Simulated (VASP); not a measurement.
Input:

```
CELL_PARAMETERS angstrom
      0.00000     1.80697     1.80697
      1.80697     0.00000     1.80697
      1.80697     1.80697     0.00000
ATOMIC_POSITIONS crystal
  C  0.00000 0.00000 0.00000
  C  0.25000 0.25000 0.25000
```

Level of theory: G0W0 on PBE orbitals, VASP's PBE PAW potentials (set 64) (plane waves; VASP). Numerical set-up: PREC = Normal, 500 eV cut-off, 4×4×4 Γ-centred mesh, Gaussian smearing of 0.010 eV, potentials C_GW_new.

The mesh is coarse and the basis finite, so the quasiparticle values are not converged.

NBANDS = 160, ENCUTGW = 200 eV, NOMEGA = 64. The PBE levels (eV) that the step starts from are:

```csv
state,KS energy,filling
"k1 (0.00, 0.00, 0.00), band 1",-8.92,2
"k1 (0.00, 0.00, 0.00), band 2",12.04,2
"k1 (0.00, 0.00, 0.00), band 3",12.04,2
"k1 (0.00, 0.00, 0.00), band 4",12.04,2
"k1 (0.00, 0.00, 0.00), band 5",17.52,0
"k1 (0.00, 0.00, 0.00), band 6",17.52,0
"k1 (0.00, 0.00, 0.00), band 7",17.52,0
"k1 (0.00, 0.00, 0.00), band 8",24.50,0
"k7 (0.50, 0.50, 0.00), band 1",-0.45,2
"k7 (0.50, 0.50, 0.00), band 2",-0.45,2
"k7 (0.50, 0.50, 0.00), band 3",5.98,2
"k7 (0.50, 0.50, 0.00), band 4",5.98,2
"k7 (0.50, 0.50, 0.00), band 5",16.70,0
"k7 (0.50, 0.50, 0.00), band 6",16.70,0
"k7 (0.50, 0.50, 0.00), band 7",28.29,0
"k7 (0.50, 0.50, 0.00), band 8",28.29,0
"k8 (-0.25, 0.50, 0.25), band 1",0.28,2
"k8 (-0.25, 0.50, 0.25), band 2",0.28,2
"k8 (-0.25, 0.50, 0.25), band 3",4.05,2
"k8 (-0.25, 0.50, 0.25), band 4",4.05,2
"k8 (-0.25, 0.50, 0.25), band 5",22.48,0
"k8 (-0.25, 0.50, 0.25), band 6",22.48,0
"k8 (-0.25, 0.50, 0.25), band 7",23.87,0
"k8 (-0.25, 0.50, 0.25), band 8",23.87,0
```

Task: Give the quasiparticle energies and renormalisation factors Z.

Result: 
| state | QP energy (eV) | Z |
|---|---|---|
| k1 (0.00, 0.00, 0.00), band 1 | -10.60 | 0.77 |
| k1 (0.00, 0.00, 0.00), band 2 | 11.20 | 0.82 |
| k1 (0.00, 0.00, 0.00), band 3 | 11.20 | 0.82 |
| k1 (0.00, 0.00, 0.00), band 4 | 11.20 | 0.82 |
| k1 (0.00, 0.00, 0.00), band 5 | 18.35 | 0.82 |
| k1 (0.00, 0.00, 0.00), band 6 | 18.35 | 0.82 |
| k1 (0.00, 0.00, 0.00), band 7 | 18.35 | 0.82 |
| k1 (0.00, 0.00, 0.00), band 8 | 25.22 | 0.76 |
| k7 (0.50, 0.50, 0.00), band 1 | -1.88 | 0.75 |
| k7 (0.50, 0.50, 0.00), band 2 | -1.88 | 0.75 |
| k7 (0.50, 0.50, 0.00), band 3 | 4.82 | 0.80 |
| k7 (0.50, 0.50, 0.00), band 4 | 4.82 | 0.80 |
| k7 (0.50, 0.50, 0.00), band 5 | 17.09 | 0.83 |
| k7 (0.50, 0.50, 0.00), band 6 | 17.09 | 0.83 |
| k7 (0.50, 0.50, 0.00), band 7 | 29.42 | 0.75 |
| k7 (0.50, 0.50, 0.00), band 8 | 29.42 | 0.75 |
| k8 (-0.25, 0.50, 0.25), band 1 | -1.17 | 0.76 |
| k8 (-0.25, 0.50, 0.25), band 2 | -1.17 | 0.76 |
| k8 (-0.25, 0.50, 0.25), band 3 | 2.83 | 0.79 |
| k8 (-0.25, 0.50, 0.25), band 4 | 2.83 | 0.79 |
| k8 (-0.25, 0.50, 0.25), band 5 | 23.16 | 0.81 |
| k8 (-0.25, 0.50, 0.25), band 6 | 23.16 | 0.81 |
| k8 (-0.25, 0.50, 0.25), band 7 | 24.80 | 0.78 |
| k8 (-0.25, 0.50, 0.25), band 8 | 24.80 | 0.78 |
On the mesh the gap opens from 4.34 to 5.74 eV.

The compound is C in the diamond structure. This cell is one point of a volume scan, at 1.04 of the reference volume. The k-mesh is coarse (spacing up to 0.75 per Å, 2π included), so the numbers may not be converged in it.
